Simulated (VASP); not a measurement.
# GW-BSE spectrum of NaCl, part 2 of 4

Wanted: the lowest vertical excitons of NaCl and its absorption. The cell is of the rock-salt type, one of the forms listed for this formula, which need not be the common one. The start is a cell from a database of measured crystal structures.

VASP 6.6.1, plane waves and PAW; the level of theory is named at each step.

So far. Step 2 (Ground state): The cell has a gap of 5.16 eV on mesh and path. Step 3 (Empty bands): WAVECAR now holds 104 bands for 16 electrons. Its independent-particle dielectric tensor has xx, yy, zz = 2.8, 2.8, 2.8 on this mesh. It isn't tested for convergence in mesh or bands and lacks local fields, and at a small direct gap a coarse mesh makes it too large, which overscreens the GW step.

The database entry behind the starting cell differs from later determinations by our own check (an axis about 0.4 % short against later determinations), so it need not match the best structure at ambient conditions.

### Step 4. G0W0

This step: G0W0 on PBE; plane waves and PAW (Cl_GW, Na_sv_GW) (VASP 6.6.1).

One pass of GW corrects the levels to first order, with G and W from the starting orbitals. LWAVE keeps the quasiparticle levels in WAVECAR, and the W files hold the screened interaction for the next step.

Contents of INCAR:

```
SYSTEM = NaCl
PREC = Accurate
ENCUT = 400
ISMEAR = 0
SIGMA = 0.01
LREAL = .FALSE.
GGA = PE
NBANDS = 104
ALGO = EVGW0
NELMGW = 1
ENCUTGW = 100
NOMEGA = 48
PRECFOCK = Fast
NBANDSGW = 16
LWAVE = .TRUE.
LCHARG = .FALSE.
```

Contents of POSCAR:

```
NaCl
1.0
    0.0000000000      2.8100000000      2.8100000000
    2.8100000000      0.0000000000      2.8100000000
    2.8100000000      2.8100000000      0.0000000000
Cl Na
1 1
Direct
    0.5000000000      0.5000000000      0.5000000000
    0.0000000000      0.0000000000      0.0000000000
```

Contents of KPOINTS:

```
Automatic mesh
0
Gamma
10 10 10
0 0 0
```

The projector-augmented-wave data sets are Cl_GW and Na_sv_GW (PBE family, release 64).

Started as:

```
> mpirun -np 8 vasp_std
```

Log:

```text
[banner, memory and clock lines left out]
running    8 mpi-ranks, on    1 nodes
 distrk:  each k-point on    8 cores,    1 groups
 distr:  one band on    1 cores,    8 groups

 POSCAR found type information on POSCAR ClNa
 POSCAR found :  2 types and       2 ions
 [... a notice as in an earlier step ...]

|                                                                             |
|           W    W    AA    RRRRR   N    N  II  N    N   GGGG   !!!           |
|           W    W   A  A   R    R  NN   N  II  NN   N  G    G  !!!           |
|           W    W  A    A  R    R  N N  N  II  N N  N  G       !!!           |
|           W WW W  AAAAAA  RRRRR   N  N N  II  N  N N  G  GGG   !            |
|           WW  WW  A    A  R   R   N   NN  II  N   NN  G    G                |
|           W    W  A    A  R    R  N    N  II  N    N   GGGG   !!!           |
|                                                                             |
|     The default for ENCUTGWSOFT is different in this version of VASP.       |
|     please manually set ENCUTGWSOFT =100 in the INCAR file.                 |
|                                                                             |

 LDA part: xc-table for (Slater+PW92), standard interpolation
 found WAVECAR, reading the header
 POSCAR, INCAR and KPOINTS ok, starting setup
 FFT: planning ... GRIDC
 FFT: planning ... GRID_SOFT
 FFT: planning ... GRID
 reading WAVECAR
 the WAVECAR file was read successfully
 initial charge from wavefunction
 available memory per node:     40.64 GB, setting MAXMEM to     41613

 The Fermi energy was updated, please check that it is located mid-gap
 values below the HOMO (VB) or above the LUMO (CB) will cause erroneous energies
 E-fermi :   1.7024

 calculate exact exchange contribution
 the WAVEDER file was read successfully
energies w=
    0.000    0.000    1.597    0.000    3.187    0.000    4.767    0.000
    6.331    0.000    7.876    0.000    9.397    0.000   10.894    0.000
   12.365    0.000   13.811    0.000   15.232    0.000   16.630    0.000
   18.008    0.000   19.367    0.000   20.711    0.000   22.045    0.000
   23.372    0.000   24.695    0.000   26.021    0.000   27.353    0.000
   28.697    0.000   30.059    0.000   31.445    0.000   32.862    0.000
   34.317    0.000   35.818    0.000   37.376    0.000   38.999    0.000
   40.702    0.000   42.497    0.000   44.402    0.000   46.435    0.000
   48.621    0.000   50.987    0.000   53.567    0.000   56.405    0.000
   59.552    0.000   63.075    0.000   67.060    0.000   71.620    0.000
   76.902    0.000   83.109    0.000   90.523    0.000   99.545    0.000
  110.777    0.000  125.146    0.000  144.175    0.000  170.541    0.000
 responsefunction array rank=     120
 LDA part: xc-table for (Slater+PW92), standard interpolation

 min. memory requirement per mpi rank    803.7 MB, per node   6429.7 MB

 allocating   6 responsefunctions rank=   120
 shmem allocating  48 responsefunctions rank=   120
 response function shared by NCSHMEM nodes    1
 Doing            6  frequencies on each core in blocks of           48
NQ=   1    0.0000    0.0000    0.0000,
|.........|.........|.........|.........|.........|.........|.........|.........
 performed       1692000 updates of chi_q(r,r)
 total number of BLAS operations        172.88 Gflops
NQ=   2    0.1000    0.0000    0.0000,
|.........|.........|.........|.........|.........|.........|.........|.........
 performed       4399000 updates of chi_q(r,r)
 total number of BLAS operations        420.86 Gflops
NQ=   3    0.2000    0.0000    0.0000,
|.........|.........|.........|.........|.........|.........|.........|.........
 performed       7106000 updates of chi_q(r,r)
 total number of BLAS operations        655.14 Gflops
NQ=   4    0.3000    0.0000    0.0000,
|.........|.........|.........|.........|.........|.........|.........|.........
 performed       9813000 updates of chi_q(r,r)
 total number of BLAS operations        863.16 Gflops
NQ=   5    0.4000    0.0000    0.0000,
|.........|.........|.........|.........|.........|.........|.........|.........
 performed      12520000 updates of chi_q(r,r)
 total number of BLAS operations       1075.44 Gflops
NQ=   6    0.5000    0.0000    0.0000,
|.........|.........|.........|.........|.........|.........|.........|.........
 performed      14655000 updates of chi_q(r,r)
 total number of BLAS operations       1274.67 Gflops
NQ=   7    0.1000    0.1000    0.0000,
|.........|.........|.........|.........|.........|.........|.........|.........
 performed      17092000 updates of chi_q(r,r)
 total number of BLAS operations       1506.38 Gflops
NQ=   8    0.2000    0.1000    0.0000,
|.........|.........|.........|.........|.........|.........|.........|.........
 performed      21157000 updates of chi_q(r,r)
 total number of BLAS operations       1844.74 Gflops
NQ=   9    0.3000    0.1000    0.0000,
|.........|.........|.........|.........|.........|.........|.........|.........
 performed      25222000 updates of chi_q(r,r)
 total number of BLAS operations       2176.50 Gflops
NQ=  10    0.4000    0.1000    0.0000,
|.........|.........|.........|.........|.........|.........|.........|.........
 performed      29287000 updates of chi_q(r,r)
 total number of BLAS operations       2508.26 Gflops
NQ=  11    0.5000    0.1000    0.0000,
|.........|.........|.........|.........|.........|.........|.........|.........
 performed      33352000 updates of chi_q(r,r)
 total number of BLAS operations       2840.02 Gflops
NQ=  12   -0.4000    0.1000    0.0000,
|.........|.........|.........|.........|.........|.........|.........|.........
 performed      37417000 updates of chi_q(r,r)
 total number of BLAS operations       3185.05 Gflops
NQ=  13   -0.3000    0.1000    0.0000,
|.........|.........|.........|.........|.........|.........|.........|.........
 performed      41482000 updates of chi_q(r,r)
 total number of BLAS operations       3510.27 Gflops
NQ=  14   -0.2000    0.1000    0.0000,
|.........|.........|.........|.........|.........|.........|.........|.........
 performed      45547000 updates of chi_q(r,r)
 total number of BLAS operations       3862.03 Gflops
NQ=  15   -0.1000    0.1000    0.0000,
|.........|.........|.........|.........|.........|.........|.........|.........
 performed      48707000 updates of chi_q(r,r)
 total number of BLAS operations       4140.75 Gflops
NQ=  16    0.2000    0.2000    0.0000,
|.........|.........|.........|.........|.........|.........|.........|.........
 performed      51144000 updates of chi_q(r,r)
 total number of BLAS operations       4339.70 Gflops
NQ=  17    0.3000    0.2000    0.0000,
|.........|.........|.........|.........|.........|.........|.........|.........
 performed      55209000 updates of chi_q(r,r)
 total number of BLAS operations       4645.70 Gflops
NQ=  18    0.4000    0.2000    0.0000,
|.........|.........|.........|.........|.........|.........|.........|.........
 performed      59274000 updates of chi_q(r,r)
 total number of BLAS operations       4951.71 Gflops
NQ=  19    0.5000    0.2000    0.0000,
|.........|.........|.........|.........|.........|.........|.........|.........
 performed      63339000 updates of chi_q(r,r)
 total number of BLAS operations       5270.46 Gflops
NQ=  20   -0.4000    0.2000    0.0000,
|.........|.........|.........|.........|.........|.........|.........|.........
 performed      67404000 updates of chi_q(r,r)
 total number of BLAS operations       5602.22 Gflops
NQ=  21   -0.3000    0.2000    0.0000,
|.........|.........|.........|.........|.........|.........|.........|.........
 performed      71469000 updates of chi_q(r,r)
 total number of BLAS operations       5920.97 Gflops
NQ=  22   -0.2000    0.2000    0.0000,
|.........|.........|.........|.........|.........|.........|.........|.........
 performed      74629000 updates of chi_q(r,r)
 total number of BLAS operations       6168.74 Gflops
NQ=  23    0.3000    0.3000    0.0000,
|.........|.........|.........|.........|.........|.........|.........|.........
 performed      77066000 updates of chi_q(r,r)
 total number of BLAS operations       6363.77 Gflops
NQ=  24    0.4000    0.3000    0.0000,
|.........|.........|.........|.........|.........|.........|.........|.........
 performed      81131000 updates of chi_q(r,r)
 total number of BLAS operations       6708.80 Gflops
NQ=  25    0.5000    0.3000    0.0000,
|.........|.........|.........|.........|.........|.........|.........|.........
 performed      85196000 updates of chi_q(r,r)
 total number of BLAS operations       7047.16 Gflops
NQ=  26   -0.4000    0.3000    0.0000,
|.........|.........|.........|.........|.........|.........|.........|.........
 performed      89261000 updates of chi_q(r,r)
 total number of BLAS operations       7378.92 Gflops
NQ=  27   -0.3000    0.3000    0.0000,
|.........|.........|.........|.........|.........|.........|.........|.........
 performed      92421000 updates of chi_q(r,r)
 total number of BLAS operations       7636.81 Gflops
NQ=  28    0.4000    0.4000    0.0000,
|.........|.........|.........|.........|.........|.........|.........|.........
 performed      94858000 updates of chi_q(r,r)
 total number of BLAS operations       7831.84 Gflops
NQ=  29    0.5000    0.4000    0.0000,
|.........|.........|.........|.........|.........|.........|.........|.........
 performed      98923000 updates of chi_q(r,r)
 total number of BLAS operations       8163.60 Gflops
NQ=  30   -0.4000    0.4000    0.0000,
|.........|.........|.........|.........|.........|.........|.........|.........
 performed     102083000 updates of chi_q(r,r)
 total number of BLAS operations       8426.62 Gflops
NQ=  31    0.5000    0.5000    0.0000,
|.........|.........|.........|.........|.........|.........|.........|.........
 performed     104081000 updates of chi_q(r,r)
 total number of BLAS operations       8561.94 Gflops
NQ=  32    0.3000    0.2000    0.1000,
|.........|.........|.........|.........|.........|.........|.........|.........
 performed     108186000 updates of chi_q(r,r)
 total number of BLAS operations       8864.61 Gflops
NQ=  33    0.4000    0.2000    0.1000,
|.........|.........|.........|.........|.........|.........|.........|.........
 performed     113050000 updates of chi_q(r,r)
 total number of BLAS operations       9253.73 Gflops
NQ=  34    0.5000    0.2000    0.1000,
|.........|.........|.........|.........|.........|.........|.........|.........
 performed     117914000 updates of chi_q(r,r)
 total number of BLAS operations       9635.11 Gflops
NQ=  35   -0.4000    0.2000    0.1000,
|.........|.........|.........|.........|.........|.........|.........|.........
 performed     121659000 updates of chi_q(r,r)
 total number of BLAS operations       9934.77 Gflops
NQ=  36    0.4000    0.3000    0.1000,
|.........|.........|.........|.........|.........|.........|.........|.........
 performed     125764000 updates of chi_q(r,r)
 total number of BLAS operations      10237.44 Gflops
NQ=  37    0.5000    0.3000    0.1000,
|.........|.........|.........|.........|.........|.........|.........|.........
 performed     130628000 updates of chi_q(r,r)
 total number of BLAS operations      10650.26 Gflops
NQ=  38   -0.4000    0.3000    0.1000,
|.........|.........|.........|.........|.........|.........|.........|.........
 performed     135492000 updates of chi_q(r,r)
 total number of BLAS operations      11055.10 Gflops
NQ=  39   -0.3000    0.3000    0.1000,
|.........|.........|.........|.........|.........|.........|.........|.........
 performed     140356000 updates of chi_q(r,r)
 total number of BLAS operations      11444.22 Gflops
NQ=  40   -0.2000    0.3000    0.1000,
|.........|.........|.........|.........|.........|.........|.........|.........
 performed     144075000 updates of chi_q(r,r)
 total number of BLAS operations      11741.75 Gflops
NQ=  41    0.5000    0.4000    0.1000,
|.........|.........|.........|.........|.........|.........|.........|.........
 performed     148180000 updates of chi_q(r,r)
 total number of BLAS operations      12083.44 Gflops
NQ=  42   -0.4000    0.4000    0.1000,
|.........|.........|.........|.........|.........|.........|.........|.........
 performed     153044000 updates of chi_q(r,r)
 total number of BLAS operations      12496.26 Gflops
NQ=  43   -0.3000    0.4000    0.1000,
|.........|.........|.........|.........|.........|.........|.........|.........
 performed     156763000 updates of chi_q(r,r)
 total number of BLAS operations      12787.87 Gflops
NQ=  44   -0.4000    0.5000    0.1000,
|.........|.........|.........|.........|.........|.........|.........|.........
 performed     159923000 updates of chi_q(r,r)
 total number of BLAS operations      13061.30 Gflops
NQ=  45   -0.4000    0.4000    0.2000,
|.........|.........|.........|.........|.........|.........|.........|.........
 performed     164028000 updates of chi_q(r,r)
 total number of BLAS operations      13423.38 Gflops
NQ=  46   -0.3000    0.4000    0.2000,
|.........|.........|.........|.........|.........|.........|.........|.........
 performed     167773000 updates of chi_q(r,r)
 total number of BLAS operations      13735.15 Gflops
NQ=  47   -0.3000    0.5000    0.2000,
|.........|.........|.........|.........|.........|.........|.........|.........
 performed     170933000 updates of chi_q(r,r)
 total number of BLAS operations      14008.59 Gflops
 resolving degeneracies of screened two electron integrals

 calculate QP shifts <psi_nk| G(iteration)W_0 |psi_nk>: iteration 1
 writing wavefunctions
 entering main loop
```

The job ended after 18 min (8 MPI ranks of Intel Xeon 6975P-C (Granite Rapids), shared host; peak memory 6.2 GiB; 2.2 h of CPU time).

Parts of OUTCAR (step 4):

```text
The static configuration has the point symmetry O_h .

 Found     47 irreducible k-points:

   k-points           NKPTS =     47   k-points in BZ     NKDIM =   1000   number of bands    NBANDS=    104

   NELECT =      16.0000    total number of electrons

 E-fermi :   1.7024

 QP shifts <psi_nk| G(iteration)W_0 |psi_nk>: iteration 1
 for sc-GW calculations column KS-energies equals QP-energies in previous step
 and V_xc(KS)=  KS-energies - (<T + V_ion + V_H > + <T+V_H+V_ion>^1  + <V_x>^1)
 k-point   1 :       0.0000    0.0000    0.0000
  band No.  KS-energies  QP-energies   sigma(KS)   V_xc(KS)     V^pw_x(r,r')   Z            occupation Imag(sigma)
    ...
      5     -13.5585     -14.9447     -16.9072     -14.9637     -24.2365       0.7132       2.0000       1.6847
      6      -0.8754      -2.6632     -16.7731     -14.5356     -18.8561       0.7990       2.0000       0.1849
      7      -0.8754      -2.6632     -16.7731     -14.5356     -18.8561       0.7990       2.0000       0.1849
      8      -0.8754      -2.6632     -16.7731     -14.5356     -18.8561       0.7990       2.0000       0.1849
      9       4.2803       5.2253      -7.0604      -8.1647      -4.1364       0.8557       0.0000      -0.1487
     10      10.1739      11.4790      -6.7616      -8.3076      -3.5289       0.8442       0.0000      -0.1956
     11      10.1739      11.4790      -6.7616      -8.3076      -3.5289       0.8442       0.0000      -0.1956
     12      10.1739      11.4790      -6.7616      -8.3076      -3.5289       0.8442       0.0000      -0.1956
    ...

 k-point   2 :       0.1000    0.0000    0.0000
  band No.  KS-energies  QP-energies   sigma(KS)   V_xc(KS)     V^pw_x(r,r')   Z            occupation Imag(sigma)
    ...
      5     -13.5273     -14.9108     -16.9455     -15.0069     -24.2693       0.7137       2.0000       1.6743
      6      -1.1253      -2.9429     -16.4155     -14.1310     -18.4895       0.7956       2.0000       0.1892
      7      -0.9026      -2.6970     -16.7446     -14.4984     -18.8315       0.7988       2.0000       0.1856
      8      -0.9026      -2.6970     -16.7446     -14.4984     -18.8315       0.7988       2.0000       0.1856
      9       4.6129       5.5854      -7.3243      -8.4657      -4.4025       0.8521       0.0000      -0.1508
     10       9.8062      11.0176      -6.6247      -8.0616      -3.4091       0.8430       0.0000      -0.1974
     11      10.3055      11.6219      -6.8126      -8.3743      -3.5598       0.8429       0.0000      -0.1990
     12      10.3055      11.6219      -6.8126      -8.3743      -3.5598       0.8429       0.0000      -0.1990
    ...

 k-point   3 :       0.2000    0.0000    0.0000
  band No.  KS-energies  QP-energies   sigma(KS)   V_xc(KS)     V^pw_x(r,r')   Z            occupation Imag(sigma)
    ...
      5     -13.4439     -14.8189     -17.0485     -15.1236     -24.3579       0.7144       2.0000       1.6468
      6      -1.6857      -3.5937     -15.8078     -13.4018     -17.9169       0.7931       2.0000       0.2060
      7      -0.9722      -2.7819     -16.6736     -14.4053     -18.7703       0.7978       2.0000       0.1876
      8      -0.9722      -2.7819     -16.6736     -14.4053     -18.7703       0.7978       2.0000       0.1876
      9       5.3680       6.3961      -7.5909      -8.8046      -4.6287       0.8471       0.0000      -0.1587
     10       9.2636      10.4122      -6.7305      -8.0975      -3.5338       0.8403       0.0000      -0.1982
     11      10.4913      11.8565      -7.0507      -8.6754      -3.7672       0.8403       0.0000      -0.2041
     12      10.4913      11.8565      -7.0507      -8.6754      -3.7672       0.8403       0.0000      -0.2041
    ...

[... 7 parts as in an earlier step ...]

[... 5 further parts left out ...]
```

This step gave:

```
quasiparticle gap on the mesh                 : 7.888 eV
smallest direct quasiparticle gap on the mesh : 7.888 eV
gap of the starting orbitals on the mesh      : 5.156 eV
```

GW takes the gap from 5.156 to 7.888 eV. The value holds for 104 bands, ENCUTGW = 100 eV and this mesh, and isn't shown to be converged in them.

[end of part 2 of 4]

[Lines on the potential files, build, host, timing and source positions are cut from VASP's logs without a mark.]

[Logs are printed without paths, hosts, clocks, repeated set-up lines and the standing remarks that a program may print on its own settings, such as how far it seeks lower states.]

[Hosts, paths, dates, database ids (printed as entryN), source tags and the programs' standing remarks are cut or masked in the printed files.]

[Pressures printed for these runs are not shown converged in the cutoff: they can be off by several GPa and have the wrong sign.]

[In band tables of VASP the shares of atoms and orbitals are scaled to a sum of 1 inside the atoms' spheres.]
